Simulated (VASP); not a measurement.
# LiCl with LDA: from relaxation to properties, part 2 of 2

Aim: relax LiCl, then compute properties on the relaxed cell. The start is a cell from a database of measured crystal structures.

VASP 6.6.1; LDA; plane waves and PAW (Li_sv, Cl).

So far, gap on the k-mesh (eV): step 2 (relaxing cell and atoms (LDA)) 6.52; step 6 (density of states (LDA)) 6.54; step 7 (vibrations at Γ (LDA)) 6.52; step 8 (volume scan with LDA, volume scale 0.94) 6.58; step 9 (volume scan with LDA, volume scale 0.96) 6.56.

### 12. Volume scan with LDA, volume scale 1.02

File INCAR:

```
SYSTEM = LiCl
PREC = Accurate
ENCUT = 650
EDIFF = 1E-06
NELM = 100
ISMEAR = 0
SIGMA = 0.05
LREAL = .FALSE.
ALGO = Normal
GGA = CA
NBANDS = 11
LORBIT = 11
LWAVE = .FALSE.
LCHARG = .FALSE.
KPAR = 2
ISIF = 2
```

File POSCAR:

```
LiCl
1.0
    0.0000000000      2.4963877885      2.4963877885
    2.4963877885      0.0000000000      2.4963877885
    2.4963877885      2.4963877885      0.0000000000
Li Cl
1 1
Direct
    0.0000000000      0.0000000000      0.0000000000
    0.5000000000      0.5000000000      0.5000000000
```

File KPOINTS:

```
Automatic mesh
0
Gamma
8 8 8
0 0 0
```

The projector-augmented-wave data sets are Li_sv and Cl (LDA family, release 64).

Command:

```sh
mpirun -np 2 vasp_std
```

It took 3.6 s on 2 MPI ranks of AMD EPYC 9R45, shared host; peak memory 0.23 GiB; 6.4 s of CPU time.

The pressure falls from 0.02 to -0.76 GPa.

The run ends at a pressure of -0.76 GPa.

### 13. Volume scan with LDA, volume scale 1.04

INCAR is that of step 12.

File POSCAR:

```
LiCl
1.0
    0.0000000000      2.5125985530      2.5125985530
    2.5125985530      0.0000000000      2.5125985530
    2.5125985530      2.5125985530      0.0000000000
Li Cl
1 1
Direct
    0.0000000000      0.0000000000      0.0000000000
    0.5000000000      0.5000000000      0.5000000000
```

KPOINTS is that of step 12.

Command:

```sh
mpirun -np 2 vasp_std
```

Elapsed: 3.6 s, on 2 MPI ranks; peak memory 0.23 GiB.

The pressure falls from -0.76 to -1.46 GPa.

The run ends at a pressure of -1.46 GPa.

### 14. Volume scan with LDA, volume scale 1.06

A prediction first. A parabola through the 6 pressures of evenly scaled cells so far, P = 0.02 -41.4 t +94 t² GPa with t = ln(V/V₁) and V₁ the volume at scale 1, gives -2.07 GPa at t = +0.0583.

INCAR is that of step 13.

File POSCAR:

```
LiCl
1.0
    0.0000000000      2.5286027969      2.5286027969
    2.5286027969      0.0000000000      2.5286027969
    2.5286027969      2.5286027969      0.0000000000
Li Cl
1 1
Direct
    0.0000000000      0.0000000000      0.0000000000
    0.5000000000      0.5000000000      0.5000000000
```

KPOINTS is that of step 13.

Command:

```sh
mpirun -np 2 vasp_std
```

The job ended after 3.8 s (2 MPI ranks; peak memory 0.23 GiB; 6.5 s of CPU time).

The pressure falls from -1.46 to -2.09 GPa. The parabola predicted -2.07 GPa, +0.02 GPa off.

### 15. Comparing the runs

Times are for 2 MPI ranks of AMD EPYC 9R45, shared host. Results by setting:

| no. | volume scale | energy above the lowest point (meV/atom) | pressure (GPa) | gap on the k-mesh (eV) | time | memory (GiB) |
| --- | --- | --- | --- | --- | --- | --- |
| 1 | 0.94 | 8.67 | 2.941 | 6.575 | 3.6 s | 0.23 |
| 2 | 0.96 | 3.87 | 1.860 | 6.556 | 3.6 s | 0.22 |
| 3 | 0.98 | 1.06 | 0.8916 | 6.536 | 3.8 s | 0.23 |
| 4 | 1 | 0 | 0.02116 | 6.516 | 3.8 s | 0.23 |
| 5 | 1.02 | 0.52 | -0.7604 | 6.496 | 3.6 s | 0.23 |
| 6 | 1.04 | 2.45 | -1.463 | 6.374 | 3.6 s | 0.23 |
| 7 | 1.06 | 5.67 | -2.093 | 6.255 | 3.8 s | 0.23 |

### 16. Fit for LDA

This step: Birch-Murnaghan fit, LDA; plane waves and PAW (VASP 6.6.1).

This step runs nothing: it gathers the runs above.

Numbers from this step:

```yaml
pressure_derivative_of_the_bulk_modulus: 4.415
r_m_s_error_of_the_fit: 4.07e-6 eV/atom
minimum_inside_the_sampled_range: yes
bulk_modulus: 40.92 GPa
equilibrium_volume_of_the_fit: 15.30 Å³/atom
```

Table of energy above the fitted minimum by volume:

| volume (Å³/atom) | energy above the fitted minimum (eV/atom) |
| --- | --- |
| 14.337 | 0.00869 |
| 14.642 | 0.00390 |
| 14.947 | 0.00108 |
| 15.252 | 2.3e-5 |
| 15.557 | 5.4e-4 |
| 15.862 | 0.00247 |
| 16.168 | 0.00569 |

The fitted volume lies +0.31 % from the relaxed one. At a finite cutoff and mesh the minimum of the energy and the zero of the stress don't quite coincide, and the relaxation stops at a threshold.

### 17. Electric field gradients (LDA)

This step: LDA; plane waves and PAW (Li_sv, Cl) (VASP 6.6.1).

Field gradients probe how far the charge around each nucleus departs from cubic symmetry; LASPH keeps the non-spherical terms inside the spheres.

Edit INCAR of step 14 so:

```diff
@@ -3,3 +3,3 @@
 ENCUT = 650
-EDIFF = 1E-06
+EDIFF = 1E-07
 NELM = 100
@@ -15,2 +15,3 @@
 KPAR = 2
-ISIF = 2
+LEFG = .TRUE.
+LASPH = .TRUE.
```

File POSCAR:

```
LiCl
1.0
    0.0000000000      2.4799637091      2.4799637091
    2.4799637091      0.0000000000      2.4799637091
    2.4799637091      2.4799637091      0.0000000000
Li Cl
1 1
Direct
    0.0000000000      0.0000000000      0.0000000000
    0.5000000000      0.5000000000      0.5000000000
```

KPOINTS is that of step 14.

Command:

```sh
mpirun -np 2 vasp_std
```

Run time: 3.8 s. Hardware: 2 MPI ranks; peak memory 0.23 GiB; 6.6 s of CPU time.

This step gave:

```yaml
free_energy_toten: -8.095 eV
fermi_energy: 1.493 eV
pressure: 0.02156 GPa
conduction_bottom_at_k: 0.5, 0, 0
gap_on_the_k_mesh: 6.516 eV
least_direct_gap_on_the_k_mesh: 6.631 eV
```

Electric field gradients, by row:

| atom | Vxx (V/Å²) | Vyy (V/Å²) | Vzz (V/Å²) | asymmetry |
| --- | --- | --- | --- | --- |
| Li1 | 0 | 0 | 0.001 | - |
| Cl2 | 0 | 0 | 0 | - |

All gradients vanish within the noise.

The run ends at a pressure of 0.02 GPa.

### 18. Results

```yaml
relaxed_volume: 15.25 Å³/atom
relaxed_conventional_cell_a_b_c: 4.960, 4.960, 4.960 Å
space_group_after_relaxing_within_0p02_a: Fm-3m (No. 225)
band_gap: 6.51 eV, indirect (least direct gap of that run 6.63 eV)
gap_among_the_points_of_the_dos_mesh_alone_an_upper_bound: 6.54 eV
static_dielectric_constant_from_modes_and_born_charges_mean: 10.3
lo_mode_by_the_lyddane_sachs_teller_relation: 412 cm⁻¹
electronic_dielectric_constant_mean: 3.19
highest_zone_centre_mode: 229 cm⁻¹
bulk_modulus_from_the_fit: 40.9 GPa
volume_from_the_fit: 15.3 Å³/atom
largest_field_gradient_vzz: zero within the noise on all sites
```

**Reading.** With LDA, LiCl relaxes to 15.25 Å³/atom in space group Fm-3m (held by the symmetry of the run), has an indirect gap of 6.51 eV and has a bulk modulus of 40.9 GPa. Against the listed cell the volume lies -10.3 %. Vibrations at Γ (LDA): The ionic part of the static dielectric tensor is isotropic, 7.13. Vibrations at Γ (LDA): Mean Born effective charge: Li1 1.16, Cl2 -1.16 e. Vibrations at Γ (LDA): The infrared spectrum is led by the line at 229 cm⁻¹. Vibrations at Γ (LDA): The highest mode in this list at Γ, 228.5 cm⁻¹, is mostly motion of Li (83 % of the kinetic energy). Semilocal functionals usually underestimate gaps. Modes at Γ alone can't show that the crystal is stable at other wave vectors, and the LO-TO splitting is not included. No search among competing phases was made, and a listed structure need not be the one stable at ambient conditions. All values are for a static lattice at zero temperature.

[Lines on the potential files, build, host, timing and source positions are cut from VASP's logs without a mark.]

[Logs are printed without paths, hosts, clocks, repeated set-up lines and the standing remarks that a program may print on its own settings, such as how far it seeks lower states.]

[Hosts, paths, dates, database ids (printed as entryN), source tags and the programs' standing remarks are cut or masked in the printed files.]

[A measured line is paired with the nearest computed mode of its activity, which favours agreement.]
